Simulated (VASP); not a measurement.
# Mg2ZnTeS2 (Cmc2_1) in VASP: further runs

The runs below take Mg2ZnTeS2 through relaxation of cell and atoms, with PBE.

All numbers are computed with VASP 6.6.1; they aren't measurements. Logs are shortened: lines on timing, memory, paths and dates and some standing lists are left out, and cuts for length are marked.

## 1. The crystal as given

The structure is orthorhombic, space group Cmc2_1 (No. 36). The conventional cell has a = 12.364 Å, b = 7.238 Å, c = 6.785 Å, α = 90.00°, β = 90.00°, γ = 90.00°. Around Mg (site symmetry 1) lie 3 S at 2.48 to 2.49 Å and 1 Te at 2.79 Å. Zn (site symmetry m) is surrounded by 2 S at 2.38 Å and 2 Te at 2.66 to 2.69 Å. Te (site symmetry m) has 2 Zn at 2.66 to 2.69 Å and 2 Mg at 2.79 Å as nearest neighbours. S (site symmetry 1) is surrounded by 1 Zn at 2.38 Å and 3 Mg at 2.48 to 2.49 Å.

The cell was built by a generator and needn't be a form met in nature.

## 2. Relaxation of cell and atoms, PBE

INCAR reads:

```
PREC = Accurate ; ENCUT = 520
EDIFF = 1E-6 ; ISMEAR = 0
SIGMA = 0.03 ; LREAL = F
LASPH = T ; NELM = 120
ALGO = Normal ; ISIF = 3
LWAVE = F ; LCHARG = F
GGA = PE ; IBRION = 2
NSW = 90 ; EDIFFG = -0.01
KPAR = 4
```

KPOINTS reads:

```
regular mesh
0
Gamma
  4 4 4
```

POSCAR reads:

```
Mg2ZnTeS2
1.0
    6.1820000000     -3.6190000000      0.0000000000
    6.1820000000      3.6190000000      0.0000000000
    0.0000000000      0.0000000000      6.7850000000
Mg Zn Te S
4 2 2 4
Direct
    0.8299320300      0.5309544100      0.9846720700
    0.4690455900      0.1700679700      0.9846720700
    0.5309544100      0.8299320300      0.4846720700
    0.1700679700      0.4690455900      0.4846720700
    0.1954959900      0.8045040100      0.0184229900
    0.8045040100      0.1954959900      0.5184229900
    0.8384913000      0.1615087000      0.1283714100
    0.1615087000      0.8384913000      0.6283714100
    0.4982870200      0.8342914400      0.1193809900
    0.1657085600      0.5017129800      0.1193809900
    0.8342914400      0.4982870200      0.6193809900
    0.5017129800      0.1657085600      0.6193809900
```

Potentials or basis: VASP PAW PBE potentials, release 64 (Mg, Zn, Te, S).

The run is started by

```sh
cat potpaw_PBE.64/Mg/POTCAR potpaw_PBE.64/Zn/POTCAR potpaw_PBE.64/Te/POTCAR potpaw_PBE.64/S/POTCAR > POTCAR
mpirun -np 4 vasp_std > vasp.out
```

OUTCAR:

```text
PREC = Accurate
   ENCUT = 520
   EDIFF = 1E-6
   ISMEAR = 0
   LREAL = F
   LASPH = T
   NELM = 120
   ISIF = 3
   GGA = PE
   IBRION = 2
   NSW = 90
   EDIFFG = -0.01

 ion  position               nearest neighbor table
   1  0.830  0.531  0.985-   9 2.48  10 2.48  11 2.49   7 2.79
   2  0.469  0.170  0.985-  10 2.48   9 2.48  12 2.49   7 2.79
   3  0.531  0.830  0.485-  11 2.48  12 2.48   9 2.49   8 2.79
   4  0.170  0.469  0.485-  12 2.48  11 2.48  10 2.49   8 2.79
   5  0.195  0.805  0.018-   9 2.38  10 2.38   8 2.66   7 2.69
   6  0.805  0.195  0.518-  11 2.38  12 2.38   7 2.66   8 2.69
   7  0.838  0.162  0.128-   6 2.66   5 2.69   1 2.79   2 2.79
   8  0.162  0.838  0.628-   5 2.66   6 2.69   3 2.79   4 2.79
   9  0.498  0.834  0.119-   5 2.38   1 2.48   2 2.48   3 2.49
  10  0.166  0.502  0.119-   5 2.38   2 2.48   1 2.48   4 2.49
  11  0.834  0.498  0.619-   6 2.38   3 2.48   4 2.48   1 2.49
  12  0.502  0.166  0.619-   6 2.38   4 2.48   3 2.48   2 2.49

  LATTYP: Found a base centered orthorhombic cell.
 ALAT       =     7.2380000000
 B/A-ratio  =     1.7082066869
 C/A-ratio  =     0.9374136502

  Lattice vectors:

 A1 = (  -6.1820000000,  -3.6190000000,   0.0000000000)
 A2 = (   6.1820000000,  -3.6190000000,   0.0000000000)
 A3 = (   0.0000000000,   0.0000000000,   6.7850000000)

Analysis of symmetry for initial positions (statically):
=====================================================================
 Subroutine PRICEL returns:
 Original cell was already a primitive cell.

 Routine SETGRP: Setting up the symmetry group for a
 base centered orthorhombic supercell.

 Subroutine GETGRP returns: Found  4 space group operations
 (whereof  2 operations were pure point group operations)
 out of a pool of  8 trial point group operations.

The static configuration has the point symmetry C_1h.
 The point group associated with its full space group is C_2v.

Analysis of symmetry for dynamics (positions and initial velocities):
=====================================================================
 Subroutine PRICEL returns:
 Original cell was already a primitive cell.

 Routine SETGRP: Setting up the symmetry group for a
 base centered orthorhombic supercell.

 Subroutine GETGRP returns: Found  4 space group operations
 (whereof  2 operations were pure point group operations)
 out of a pool of  8 trial point group operations.

The dynamic configuration has the point symmetry C_1h.
 The point group associated with its full space group is C_2v.

 Subroutine INISYM returns: Found  4 space group operations
 (whereof  2 operations are pure point group operations),
 and found     1 'primitive' translations

----------------------------------------------------------------------------------------

                                     Primitive cell

  volume of cell :     303.5970

  direct lattice vectors                    reciprocal lattice vectors
     6.182000000 -3.619000000  0.000000000     0.080879974 -0.138159713  0.000000000
     6.182000000  3.619000000  0.000000000     0.080879974  0.138159713  0.000000000
     0.000000000  0.000000000  6.785000000     0.000000000  0.000000000  0.147383935

  length of vectors
     7.163398984  7.163398984  6.785000000     0.160092712  0.160092712  0.147383935

  position of ions in fractional coordinates (direct lattice)
     0.829932030  0.530954410  0.984672070
     0.469045590  0.170067970  0.984672070
     0.530954410  0.829932030  0.484672070
     0.170067970  0.469045590  0.484672070
     0.195495990  0.804504010  0.018422990
     0.804504010  0.195495990  0.518422990
     0.838491300  0.161508700  0.128371410
     0.161508700  0.838491300  0.628371410
     0.498287020  0.834291440  0.119380990
     0.165708560  0.501712980  0.119380990
     0.834291440  0.498287020  0.619380990
     0.501712980  0.165708560  0.619380990

  ion indices of the primitive-cell ions
   primitive index   ion index
                 1           1
                 2           2
                 3           3
                 4           4
                 5           5
                 6           6
                 7           7
                 8           8
                 9           9
                10          10
                11          11
                12          12

----------------------------------------------------------------------------------------

 KPOINTS: regular mesh

Automatic generation of k-mesh.
 Grid dimensions read from file:
 generate k-points for:    4    4    4

 Generating k-lattice:

  Cartesian coordinates                     Fractional coordinates (reciprocal lattice)
     0.020219994 -0.034539928  0.000000000     0.250000000  0.000000000  0.000000000
     0.020219994  0.034539928  0.000000000     0.000000000  0.250000000  0.000000000
     0.000000000  0.000000000  0.036845984     0.000000000  0.000000000  0.250000000

  Length of vectors
     0.040023178  0.040023178  0.036845984

  Shift w.r.t. Gamma in fractional coordinates (k-lattice)
     0.000000000  0.000000000  0.000000000

 Subroutine IBZKPT returns following result:
 ===========================================

 Found     21 irreducible k-points:

 Following reciprocal coordinates:
            Coordinates               Weight
  0.000000  0.000000  0.000000      1.000000
  0.250000  0.000000  0.000000      4.000000
  0.500000  0.000000  0.000000      2.000000
  0.250000  0.250000  0.000000      2.000000
  0.500000  0.250000  0.000000      4.000000
 -0.250000  0.250000  0.000000      2.000000
[... 13 lines left out ...]
 -0.250000  0.250000  0.500000      2.000000
  0.500000  0.500000  0.500000      1.000000
   k-points           NKPTS =     21   k-points in BZ     NKDIM =     21   number of bands    NBANDS=     41
   number of dos      NEDOS =    301   number of ions     NIONS =     12
   total plane-waves  NPLWV = 145800
   dimension x,y,z NGX =    54 NGY =   54 NGZ =   50
   dimension x,y,z NGXF=   108 NGYF=  108 NGZF=  100
   ions per type =               4   2   2   4
   NGX,Y,Z   is equivalent  to a cutoff of  12.53, 12.53, 12.25 a.u.
   NGXF,Y,Z  is equivalent  to a cutoff of  25.06, 25.06, 24.50 a.u.
 SYSTEM =  unknown system
   PREC   = accura    normal or accurate (medium, high low for compatibility)
   ISTART =      0    job   : 0-new  1-cont  2-samecut
   ICHARG =      2    charge: 1-file 2-atom 10-const
   ISPIN  =      1    spin polarized calculation?
   LNONCOLLINEAR =      F non collinear calculations
   LSORBIT =      F    spin-orbit coupling
   LASPH  =      T    aspherical Exc in radial PAW
   ENCUT  =  520.0 eV  38.22 Ry    6.18 a.u.  13.32 13.32 12.62*2*pi/ulx,y,z
   NELM   =    120;   NELMIN=  2; NELMDL= -5     # of ELM steps
   EDIFF  = 0.1E-05   stopping-criterion for ELM
   LREAL  =      F    real-space projection
   EDIFFG = -.1E-01   stopping-criterion for IOM
   NSW    =     90    number of steps for IOM
   IBRION =      2    ionic relax: 0-MD 1-quasi-New 2-CG
   NFREE  =      1    steps in history (QN), initial steepest desc. (CG)
   ISIF   =      3    stress and relaxation
   ISYM   =      2    0-nonsym 1-usesym 2-fastsym
   POTIM  = 0.5000    time-step for ionic-motion
   TEBEG  =    0.0;   TEEND  =   0.0 temperature during run
   PSTRESS=    0.0 pullay stress
   NELECT =      68.0000    total number of electrons
   NUPDOWN=      -1.0000    fix difference up-down
   EMIN   =  10.00;   EMAX   =-10.00  energy-range for DOS
   EFERMI =   0.00;   METHOD = LEGACY
   ISMEAR =     0;   SIGMA  =   0.03  broadening in eV -4-tet -1-fermi 0-gaus
   EFERMI_NEDOS =   21; number of points for ismear=-14 and -15
   IALGO  =     38    algorithm
   IMIX   =      4    mixing-type and parameters
     AMIX     =   0.40;   BMIX     =  1.00
     AMIX_MAG =   1.60;   BMIX_MAG =  1.00
  volume/ion in A,a.u.               =      25.30       170.73
  Fermi-wavevector in a.u.,A,eV,Ry     =   0.994211  1.878787 13.448760  0.988456
  Thomas-Fermi vector in A             =   2.126147
   LORBIT       =      0    0 simple, 1 ext, 2 COOP (PROOUT), +10 PAW based schemes
   GGA     = PE    functional components
   LHFCALC =     F    Hartree Fock is set to
   AEXX    =    0.0000 exact exchange contribution
   IVDW    =     0    specifies the selected vdW correction
   LEPSILON=     F    determine dielectric tensor
   LRPA    =     F    only Hartree local field effects (RPA)
 conjugate gradient relaxation of ions
 non-spin polarized calculation
 Gauss-broadening in eV      SIGMA  =   0.03
  energy-cutoff  :      520.00
  volume of cell :      303.60
 maximum number of plane-waves:      8239
 NGX is ok and might be reduce to    54
   NGX = 27   NGY = 27   NGZ = 25

--------------------------------------- Ionic step        1  -------------------------------------------

 number of electron      67.9999990 magnetization

 Free energy of the ion-electron system (eV)
  ---------------------------------------------------
  ext. energy  EPLUGINS =         0.00000000
  ---------------------------------------------------
  free energy    TOTEN  =       -43.54198476 eV

  energy without entropy =      -43.54198476  energy(sigma->0) =      -43.54198476

------------------------ aborting loop because EDIFF is reached ----------------------------------------

  FORCE on cell =-STRESS in cart. coord.  units (eV):
  Direction    XX          YY          ZZ          XY          YZ          ZX
  --------------------------------------------------------------------------------------
  -------------------------------------------------------------------------------------
  Total       -0.3548296     -0.7044337     -0.1866344      0.0000000      0.0000000      0.0000000
  in kB       -1.8725482     -3.7175195     -0.9849289      0.0000000      0.0000000      0.0000000
  external PRESSURE =      -2.1916656 kB  Pullay stress =       0.0000000 kB
[... 119 lines left out ...]
  FREE ENERGIE OF THE ION-ELECTRON SYSTEM (eV)
  ---------------------------------------------------
  free  energy   TOTEN  =       -43.5451547343 eV

  energy  without entropy=      -43.5451547343  energy(sigma->0) =      -43.54515473

[... ionic steps 4 to 11 ...]

--------------------------------------- Ionic step       12  -------------------------------------------

 number of electron      67.9999992 magnetization

------------------------ aborting loop because EDIFF is reached ----------------------------------------

  FORCE on cell =-STRESS in cart. coord.  units (eV):
  Direction    XX          YY          ZZ          XY          YZ          ZX
  --------------------------------------------------------------------------------------
  -------------------------------------------------------------------------------------
  Total        0.0250556      0.0082596     -0.0542796      0.0000000      0.0000000      0.0000000
  in kB        0.1328137      0.0437821     -0.2877233      0.0000000      0.0000000      0.0000000
  external PRESSURE =      -0.0370425 kB  Pullay stress =       0.0000000 kB
[... 77 lines left out ...]
  energy  without entropy=      -43.5522854103  energy(sigma->0) =      -43.55228541

--------------------------------------- Ionic step       14  -------------------------------------------

 number of electron      67.9999993 magnetization

 Free energy of the ion-electron system (eV)
  ---------------------------------------------------
  ext. energy  EPLUGINS =         0.00000000
  ---------------------------------------------------
  free energy    TOTEN  =       -43.55235388 eV

  energy without entropy =      -43.55235388  energy(sigma->0) =      -43.55235388

 E-fermi :   2.0519     XC(G=0):  -8.5238

 val. band max:        1.9032008123   @ k =   0.0000   0.0000   0.0000
 cond. band min:       4.3324864189   @ k =   0.0000   0.0000   0.0000
 fundamental gap:      2.4292856066
 Fermi energy:         2.0518684773

 k-point     1 :       0.0000    0.0000    0.0000
  band No.  band energies     occupation
      1     -10.0645      2.00000
      2      -9.6358      2.00000
      3      -9.5067      2.00000
      4      -9.5048      2.00000
      5      -7.8114      2.00000
      6      -7.4843      2.00000
[... 952 lines left out ...]
  FREE ENERGIE OF THE ION-ELECTRON SYSTEM (eV)
  ---------------------------------------------------
  free  energy   TOTEN  =       -43.5523538790 eV

  energy  without entropy=      -43.5523538790  energy(sigma->0) =      -43.55235388

 reached required accuracy - stopping structural energy minimisation
```

It took 8.2 min on 4 MPI ranks of Intel Xeon Platinum 8488C (Sapphire Rapids), shared host; peak memory 0.58 GiB.

Results:

```yaml
Free_energy: -43.5524 eV
Relaxed_volume: 25.18 Å³/atom
Relaxed_cell: a = 7.140 Å, b = 7.140 Å, c = 6.798 Å, α = 90.00°, β = 90.00°, γ = 60.67°
Space_group_after_relaxing_to_0.05_Å: Cmc2_1 (No. 36)
Energy_gained_by_relaxing: 0.9 meV/atom
Ionic_steps: 14
Pressure_after_relaxing: 0.0 GPa
Largest_force_after_relaxing: 0.009 eV/Å
Band_gap_on_the_k_mesh: 2.43 eV, direct
```

Forces in eV/Å, atoms in the order of the input:
```
Mg  -0.001 -0.004  0.002
Mg   0.001 -0.004  0.002
Mg  -0.001  0.004  0.002
Mg   0.001  0.004  0.002
Zn   0.000 -0.008 -0.002
Zn   0.000  0.008 -0.002
Te   0.000 -0.002  0.004
Te   0.000  0.002  0.004
S    0.001  0.000 -0.003
S   -0.001  0.000 -0.003
S    0.001  0.000 -0.003
S   -0.001  0.000 -0.003
```

Step by step:
| step | energy change (eV) | largest force (eV/Å) | pressure (GPa) | volume (Å³) |
| --- | --- | --- | --- | --- |
| 1 | 0.0000 | 0.0686 | -0.22 | 303.60 |
| 2 | -0.0029 | 0.0543 | 0.04 | 302.08 |
| 3 | -0.0032 | 0.0523 | 0.10 | 301.59 |
| 4 | -0.0032 | 0.0516 | 0.16 | 301.41 |
| 5 | -0.0051 | 0.0513 | 0.10 | 301.66 |
| 6 | -0.0076 | 0.0597 | -0.04 | 302.35 |
| 7 | -0.0094 | 0.0364 | -0.01 | 302.28 |
| 8 | -0.0097 | 0.0361 | -0.01 | 302.25 |
| 9 | -0.0097 | 0.0360 | 0.00 | 302.24 |
| 10 | -0.0100 | 0.0203 | 0.01 | 302.19 |
| 11 | -0.0101 | 0.0169 | 0.02 | 302.12 |
| 12 | -0.0103 | 0.0145 | 0.00 | 302.25 |
| 13 | -0.0103 | 0.0141 | -0.02 | 302.32 |
| 14 | -0.0104 | 0.0087 | 0.03 | 302.12 |

Final structure:
```cif
data_structure
_symmetry_space_group_name_H-M 'P 1'
_symmetry_Int_Tables_number 1
_cell_length_a 7.1399
_cell_length_b 7.1399
_cell_length_c 6.7978
_cell_angle_alpha 90.000
_cell_angle_beta 90.000
_cell_angle_gamma 60.672
_cell_volume 302.12
loop_
_atom_site_label
_atom_site_type_symbol
_atom_site_fract_x
_atom_site_fract_y
_atom_site_fract_z
_atom_site_occupancy
Mg1 Mg 0.83308 0.52912 0.98166 1
Mg2 Mg 0.47088 0.16692 0.98166 1
Mg3 Mg 0.52912 0.83308 0.48166 1
Mg4 Mg 0.16692 0.47088 0.48166 1
Zn1 Zn 0.19233 0.80767 0.02295 1
Zn2 Zn 0.80767 0.19233 0.52295 1
Te1 Te 0.83754 0.16246 0.13268 1
Te2 Te 0.16246 0.83754 0.63268 1
S1 S 0.50119 0.83126 0.11798 1
S2 S 0.16874 0.49881 0.11798 1
S3 S 0.83126 0.50119 0.61798 1
S4 S 0.49881 0.16874 0.61798 1
```

Levels at points of the mesh, in eV from the valence-band top:
```tsv
k point	band 32	band 33	band 34	band 35	band 36	band 37
(0.00, 0.00, 0.00)	-0.06	-0.05	0.00	2.43	3.29	3.97
(0.50, 0.00, 0.00)	-0.62	-0.31	-0.14	3.48	3.97	4.33
(0.50, 0.50, 0.00)	-0.45	-0.23	-0.03	3.26	3.96	4.54
(0.00, 0.00, 0.50)	-0.21	-0.15	-0.15	3.48	3.48	4.56
(0.50, 0.00, 0.50)	-0.59	-0.39	-0.39	3.47	3.47	4.26
(0.50, 0.50, 0.50)	-0.73	-0.34	-0.34	3.36	3.36	4.45
```

Caveat: spin-orbit coupling is left out, which moves the levels of the heavy elements.

## 3. Relaxation of cell and atoms, PBE

This run uses another cell than the first one, of 25.18 Å³/atom, 0.995 times its volume.

INCAR reads:

```
PREC = Accurate ; ENCUT = 520
EDIFF = 1E-7 ; ISMEAR = 0
SIGMA = 0.03 ; LREAL = F
LASPH = T ; NELM = 120
ALGO = Normal ; ISIF = 3
LWAVE = F ; LCHARG = F
GGA = PE ; IBRION = 2
NSW = 60 ; EDIFFG = -0.005
POTIM = 0.3 ; KPAR = 4
```

KPOINTS is that of step 2.

POSCAR reads:

```
Mg2ZnTeS2                               
1.0
    6.1622786311     -3.6061352760      0.0000000000
    6.1622786311      3.6061352760      0.0000000000
    0.0000000000      0.0000000000      6.7978435752
  Mg              Zn              Te              S             
     4     2     2     4
Direct
     0.8330760810703025    0.5291212500169532    0.9816619301051719
     0.4708787499830467    0.1669239189296974    0.9816619301051719
     0.5291212500169532    0.8330760810703025    0.4816619301051718
     0.1669239189296974    0.4708787499830467    0.4816619301051718
     0.1923270230509866    0.8076729769490135    0.0229464491939150
     0.8076729769490135    0.1923270230509866    0.5229464491939150
     0.8375374808608372    0.1624625191391629    0.1326777907046853
     0.1624625191391629    0.8375374808608372    0.6326777907046852
     0.5011931872812940    0.8312614110405301    0.1179762099455320
     0.1687385889594699    0.4988068127187059    0.1179762099455320
     0.8312614110405301    0.5011931872812940    0.6179762099455319
     0.4988068127187059    0.1687385889594699    0.6179762099455319
```

Potentials or basis: VASP PAW PBE potentials, release 64 (Mg, Zn, Te, S).

The run is started by

```sh
cat potpaw_PBE.64/Mg/POTCAR potpaw_PBE.64/Zn/POTCAR potpaw_PBE.64/Te/POTCAR potpaw_PBE.64/S/POTCAR > POTCAR
mpirun -np 4 vasp_std > vasp.out
```

It took 4 min on 4 MPI ranks of Intel Xeon Platinum 8488C (Sapphire Rapids), shared host; peak memory 0.59 GiB.

The run converged. Its results:

```yaml
Free_energy: -43.5522 eV
Relaxed_volume: 25.18 Å³/atom
Relaxed_cell: a = 7.138 Å, b = 7.138 Å, c = 6.802 Å, α = 90.00°, β = 90.00°, γ = 60.68°
Space_group_after_relaxing_to_0.05_Å: Cmc2_1 (No. 36)
Energy_gained_by_relaxing: 0.0 meV/atom
Ionic_steps: 5
Pressure_after_relaxing: 0.0 GPa
Largest_force_after_relaxing: 0.005 eV/Å
Band_gap_on_the_k_mesh: 2.43 eV, direct
```

Forces on the atoms (eV/Å):
```
Mg  -0.002 -0.001 -0.002
Mg   0.002 -0.001 -0.002
Mg  -0.002  0.001 -0.002
Mg   0.002  0.001 -0.002
Zn   0.000 -0.002  0.001
Zn   0.000  0.002  0.001
Te   0.000 -0.005 -0.001
Te   0.000  0.005 -0.001
S    0.000 -0.004  0.002
S    0.000 -0.004  0.002
S    0.000  0.004  0.002
S    0.000  0.004  0.002
```

Final structure:
```
Mg Zn Te S
1.0
     6.16063   -3.60609    0.00000
     6.16063    3.60609    0.00000
     0.00000    0.00000    6.80170
Mg Zn Te S
4 2 2 4
Direct
  0.83316 0.52896 0.98166
  0.47104 0.16684 0.98166
  0.52896 0.83316 0.48166
  0.16684 0.47104 0.48166
  0.19258 0.80742 0.02283
  0.80742 0.19258 0.52283
  0.83767 0.16233 0.13288
  0.16233 0.83767 0.63288
  0.50126 0.83126 0.11794
  0.16874 0.49874 0.11794
  0.83126 0.50126 0.61794
  0.49874 0.16874 0.61794
```

Levels at points of the mesh, in eV from the valence-band top:
```tsv
k point	band 30	band 31	band 32	band 33	band 34	band 35	band 36	band 37	band 38	band 39
(0.00, 0.00, 0.00)	-0.69	-0.40	-0.06	-0.05	0.00	2.43	3.30	3.97	4.03	5.58
(0.50, 0.00, 0.00)	-0.95	-0.61	-0.61	-0.31	-0.14	3.48	3.98	4.33	4.64	4.66
(0.50, 0.50, 0.00)	-1.25	-1.05	-0.44	-0.22	-0.03	3.26	3.97	4.54	4.69	4.77
(0.00, 0.00, 0.50)	-0.71	-0.21	-0.21	-0.15	-0.15	3.48	3.48	4.56	4.56	4.65
(0.50, 0.00, 0.50)	-1.08	-0.58	-0.58	-0.38	-0.38	3.47	3.47	4.26	4.26	4.72
(0.50, 0.50, 0.50)	-1.04	-0.73	-0.73	-0.33	-0.33	3.37	3.37	4.45	4.45	4.54
```

Caveat: spin-orbit coupling is left out, which moves the levels of the heavy elements.
